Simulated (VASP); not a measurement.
```xyz
3
Lattice="0.0000 3.0000 3.0000 3.0000 0.0000 3.0000 3.0000 3.0000 0.0000" Properties=species:S:1:pos:R:3 pbc="T T T"
Al     1.5000     1.5000     1.5000
Al     4.5000     4.5000     4.5000
Au     0.0000     0.0000     0.0000
```

Level of theory: TPSS meta-GGA, VASP's PBE PAW potentials (set 64) (plane waves; VASP). Settings: 520 eV cut-off, 8×8×8 Γ-centred mesh, first-order Methfessel-Paxton smearing of 0.10 eV, potentials Al Au.

The ions, cell shape and volume are relaxed. Give the cell that the relaxation ends in.

```xyz
3
Lattice="0.0000 3.0143 3.0143 3.0143 0.0000 3.0143 3.0143 3.0143 0.0000" Properties=species:S:1:pos:R:3 pbc="T T T"
Al     1.5071     1.5071     1.5071
Al     4.5214     4.5214     4.5214
Au     0.0000     0.0000     0.0000
```
Space group Fm-3m (225), at a tolerance of 0.03 Å.

How do energy and volume change from the first to the last step?

The energy (σ→0) changes by -1.2 meV/atom and the volume by +1.4 %, in 3 ionic steps.

```csv
step,E(σ→0) (eV),max force (eV/Å),pressure (GPa),volume (Å³)
1,-20.3926,0.000,1.63,54.00
2,-20.3934,0.000,-1.29,55.45
3,-20.3963,0.000,0.01,54.77
```

The compound is AuAl2 in the fluorite structure. This run relaxes it. Symmetry was kept, so distortions that lower it aren't found. The electron count is odd and the run is not spin-polarised, which forces a metal.
